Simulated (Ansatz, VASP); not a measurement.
# Ta32H (interstitial H in bcc Ta, hop from a tetrahedral to the next tetrahedral site): VASP beside Ansatz, part 2 of 2

Wanted: the spread between two codes on one cell, functional and k mesh. Of the first pair: The structure shown is the start of the Ansatz relaxation below; VASP solves that cell, so the two are compared at the walk's first step.

VASP 6.6.1 and Ansatz 0.2.0.

So far. Step 3 (VASP: single point, PBE, start cell, pair 1): The run ends at a pressure of 1.00 GPa, with forces up to 1.2 eV/Å.

**5. Ansatz: relaxation, PBE**

Level of this step: Ansatz beside VASP: Kohn-Sham DFT, plane waves, PBE (Ansatz).

This run makes the geometry at which the two programs are then compared.

The structure compared here is the end of the Ansatz relaxation.

File input.yaml:

```yaml
relax:
  f_tol: 0.02
  max_steps: 80
  escape_saddle: false
crystal:
  lattice:
    - [0.0, 6.64119614, 6.64119614]
    - [6.64119614, 0.0, 6.64119614]
    - [6.64119614, 6.64119614, 0.0]
  atoms:
    - { symbol: Ta, position: [0.0, 0.0, 0.0] }
    - { symbol: Ta, position: [0.125, 0.125, 0.125] }
    - { symbol: Ta, position: [0.25, 0.25, 0.25] }
    - { symbol: Ta, position: [0.375, 0.375, 0.375] }
    - { symbol: Ta, position: [0.0, 0.0, 0.5] }
    - { symbol: Ta, position: [0.125, 0.125, 0.625] }
    - { symbol: Ta, position: [0.25, 0.25, 0.75] }
    - { symbol: Ta, position: [0.375, 0.375, 0.875] }
    - { symbol: Ta, position: [0.0, 0.5, 0.0] }
    - { symbol: Ta, position: [0.125, 0.625, 0.125] }
    - { symbol: Ta, position: [0.25, 0.75, 0.25] }
    - { symbol: Ta, position: [0.375, 0.875, 0.375] }
    - { symbol: Ta, position: [0.0, 0.5, 0.5] }
    - { symbol: Ta, position: [0.125, 0.625, 0.625] }
    - { symbol: Ta, position: [0.25, 0.75, 0.75] }
    - { symbol: Ta, position: [0.375, 0.875, 0.875] }
    - { symbol: Ta, position: [0.5, 0.0, 0.0] }
    - { symbol: Ta, position: [0.625, 0.125, 0.125] }
    - { symbol: Ta, position: [0.75, 0.25, 0.25] }
    - { symbol: Ta, position: [0.875, 0.375, 0.375] }
    - { symbol: Ta, position: [0.5, 0.0, 0.5] }
    - { symbol: Ta, position: [0.625, 0.125, 0.625] }
    - { symbol: Ta, position: [0.75, 0.25, 0.75] }
    - { symbol: Ta, position: [0.875, 0.375, 0.875] }
    - { symbol: Ta, position: [0.5, 0.5, 0.0] }
    - { symbol: Ta, position: [0.625, 0.625, 0.125] }
    - { symbol: Ta, position: [0.75, 0.75, 0.25] }
    - { symbol: Ta, position: [0.875, 0.875, 0.375] }
    - { symbol: Ta, position: [0.5, 0.5, 0.5] }
    - { symbol: Ta, position: [0.625, 0.625, 0.625] }
    - { symbol: Ta, position: [0.75, 0.75, 0.75] }
    - { symbol: Ta, position: [0.875, 0.875, 0.875] }
    - { symbol: H, position: [0.1875, 0.4375, 0.5625] }
basis:
  ecutwfc: 420
  xc_grid: 2
hamiltonian:
  xc: pbe
kpoints:
  mp_grid: { grid: [4, 4, 4] }
scf:
  occupations: { method: fermi_dirac, width: 0.05 }
  max_iter: 120
output:
  forces: true
checkpoint:
  write: "../end.run"
  compress: false
  write_wavefunctions: true
  write_every: 100000
```

Command:

```
ansatz run input.yaml --threads 4 --pin off --max-ram 14131MiB --backend cpu --events-out ev --progress --plain --runs-dir out
```

Numbers of over 12 decimals in the logs are rounded to 6 here.

Output:

```text
[...]
Crystal: 33 atoms, lattice volume = 585.826 Å³
Basis set: ecut = 420 eV, 11575 PW (Γ), exchange–correlation on 128×128×128 points (8 copies of the dense FFT grid, shifted against one another)
Bands: 251, of which v1, the nominal top of the filled ones, is band 209 counted from 1 (208 counted from 0)
Symmetry: 8 space group operations
[...]
k-points: 13 of 64 (time reversal used)
[...]
- { symbol: Ta, position: [0.381829, 0.373382, 0.368171] }
    - { symbol: Ta, position: [-0.000858042, 0.00138636, 0.500456] }
    - { symbol: Ta, position: [0.124105, 0.123568, 0.625895] }
    - { symbol: Ta, position: [0.251618, 0.243171, 0.756829] }
    - { symbol: Ta, position: [0.375306, 0.374399, 0.875130] }
[...]
- { symbol: Ta, position: [0.501432, 0.500895, 0.499105] }
    - { symbol: Ta, position: [0.623614, 0.625858, 0.624544] }
    - { symbol: Ta, position: [0.750164, 0.750130, 0.750306] }
    - { symbol: Ta, position: [0.875020, 0.874971, 0.874980] }
    - { symbol: H, position: [0.187500, 0.437500, 0.5625] }
```

**6. VASP: single point, PBE, relaxed cell, pair 2**

The same cell, functional, mesh and smearing now go to VASP, with its own data sets.

File INCAR:

```
SYSTEM = Ta32H
PREC = Accurate
ENCUT = 400
EDIFF = 1E-06
NELM = 120
ISMEAR = -1
SIGMA = 0.05
LREAL = Auto
ALGO = Normal
GGA = PE
NBANDS = 204
LASPH = .TRUE.
LORBIT = 11
LWAVE = .FALSE.
LCHARG = .FALSE.
ISIF = 2
GGA_COMPAT = .FALSE.
KPAR = 4
```

File POSCAR:

```
Ta32H
1.0
    0.0000000000      6.6411961400      6.6411961400
    6.6411961400      0.0000000000      6.6411961400
    6.6411961400      6.6411961400      0.0000000000
Ta H
32 1
Direct
    0.9998780150      0.9995487406      0.0004512594
    0.1254558335      0.1240158460      0.1263863623
    0.2506007633      0.2496935112      0.2498696561
    0.3818294410      0.3733824811      0.3681705590
    0.9991419582      0.0013863623      0.5004558335
    0.1241051227      0.1235684309      0.6258948773
    0.2516175189      0.2431705590      0.7568294410
    0.3753064888      0.3743992367      0.8751303439
    0.9996935112      0.5006007633      0.9998360694
    0.1243992367      0.6253064888      0.1251639306
    0.2508948773      0.7514315691      0.2485684309
    0.3751219850      0.8754512594      0.3748780150
    0.9931705590      0.5016175189      0.4983824811
    0.1233824811      0.6318294410      0.6266175189
    0.2495441665      0.7509841540      0.7508580418
    0.3758580418      0.8736136377      0.8759841540
    0.4999802235      0.0000289922      0.9999710078
    0.6249710078      0.1250197765      0.1250289922
    0.7513863623      0.2491419582      0.2490158460
    0.8740158460      0.3754558335      0.3741419582
    0.5001303439      0.0001639306      0.4993992367
    0.6248360694      0.1248696561      0.6256007633
    0.7495487406      0.2498780150      0.7501219850
    0.8735684309      0.3741051227      0.8764315691
    0.5009841540      0.4995441665      0.9986136377
    0.6254512594      0.6251219850      0.1245487406
    0.7500289922      0.7499802235      0.2500197765
    0.8748696561      0.8748360694      0.3746935112
    0.5014315691      0.5008948773      0.4991051227
    0.6236136377      0.6258580418      0.6245441665
    0.7501639306      0.7501303439      0.7503064888
    0.8750197765      0.8749710078      0.8749802235
    0.1875000000      0.4375000000      0.5625000000
```

File KPOINTS:

```
Automatic mesh
0
Gamma
4 4 4
0 0 0
```

Potentials, in the order of the species: Ta_pv and H (PBE family, release 64).

Command:

```
mpirun -np 4 vasp_std
```

Output:

```text
[... set-up lines as in an earlier step ...]
 entering main loop
       N       E                     dE             d eps       ncg     rms          rms(c)
DAV:   1     0.357665939298E+04    0.35767E+04   -0.16833E+05  5400   0.150E+03
DAV:   2    -0.160839667079E+03   -0.37375E+04   -0.36394E+04  5576   0.497E+02
DAV:   3    -0.386876180336E+03   -0.22604E+03   -0.21139E+03  6684   0.101E+02
DAV:   4    -0.397189378833E+03   -0.10313E+02   -0.97055E+01  6272   0.170E+01
[...]
DAV:  15    -0.381943684747E+03    0.78167E-05   -0.19350E-05  6520   0.172E-02    0.611E-03
DAV:  16    -0.381943682606E+03    0.21413E-05   -0.24825E-06  3824   0.678E-03    0.260E-03
DAV:  17    -0.381943682385E+03    0.22095E-06   -0.71016E-07  3192   0.226E-03
   1 F= -.38194368E+03 E0= -.38178802E+03  d E =-.311324E+00
```

OUTCAR, selected parts (step 6):

```text
  Total        2.9922599      2.9922599      3.3455855      0.0000000      0.0000000     -0.0000000
  in kB        8.1835357      8.1835357      9.1498464      0.0000000      0.0000000     -0.0000000
  external PRESSURE =       8.5056393 kB  Pullay stress =       0.0000000 kB

 POSITION                                       TOTAL-FORCE (eV/Angst)
 -----------------------------------------------------------------------------------
      6.64120      6.64338     13.27859         0.000000      0.001883     -0.002595
      1.66297      1.67253      1.65679         0.000567      0.003579     -0.000493
      3.31770      3.32372      3.32255        -0.002274      0.001542      0.001368
      4.92480      4.98090      5.01551        -0.014194      0.000000      0.005531
      3.33283      9.95912      6.64470         0.003579     -0.000567      0.000493
      4.97733      4.98090      1.64485        -0.000484      0.000000     -0.004692
      6.64120      6.69729      3.28598         0.000000      0.014194     -0.005531
      8.29837      8.30440      4.97894        -0.001542      0.002274     -0.001368
      9.96470     13.27927      9.96375         0.002274     -0.001542      0.001368
      4.98402      1.65740      4.97894         0.001542     -0.002274     -0.001368
      6.64120      3.31703      6.65665         0.000000     -0.000484      0.004692
      8.30368      4.98090      8.30530         0.001883      0.000000      0.002595
      6.64120      9.90570      9.92718         0.000000     -0.014194     -0.005531
      8.35759      4.98090      5.01551         0.014194      0.000000      0.005531
[...]
-----------------------------------------------------------------------------------
    total drift:                               -0.000000      0.000000      0.000000

  FREE ENERGIE OF THE ION-ELECTRON SYSTEM (eV)
  ---------------------------------------------------
  free  energy   TOTEN  =      -381.9436823847 eV

  energy  without entropy=     -381.6323583964  energy(sigma->0) =     -381.78802039

[... 2 further parts left out ...]
[key lines of the parts left out:]
E-fermi :   5.3754
```

The run ends at a pressure of 0.85 GPa, with forces up to 0.015 eV/Å.

**7. Differences**

What differs besides the data sets and the points named for the pairs above, as far as they apply: the data sets hold 417 valence electrons in Ansatz (on its default PAW (the set named soft_2) files) and 353 in VASP. Total energies have different zeros and are not compared.

At this near-relaxed geometry the largest component of a force difference is 12 meV/Å.

**8. Outcome**

- r.m.s. force difference (single point, PBE, start cell, pair 1): 1.4 % of the r.m.s. force
- r.m.s. force difference (single point, PBE, relaxed cell, pair 2): 3.2 meV/Å

**Reading.** The r.m.s. force difference is 1.4 % of the r.m.s. force (single point, PBE, start cell, pair 1), within the 3 % picked in this series as the mark of a large difference. The data sets hold unlike numbers of valence electrons (417 in Ansatz and 353 in VASP), so part of the differences comes from the potentials. How closely two codes agree says nothing of how well the functional describes the real material.

[Lines on the potential files, build, host, timing and source positions are cut from VASP's logs without a mark.]

[Logs are printed without paths, hosts, clocks, repeated set-up lines and the standing remarks that a program may print on its own settings, such as how far it seeks lower states.]

[Hosts, paths, dates, database ids (printed as entryN), source tags and the programs' standing remarks are cut or masked in the printed files.]
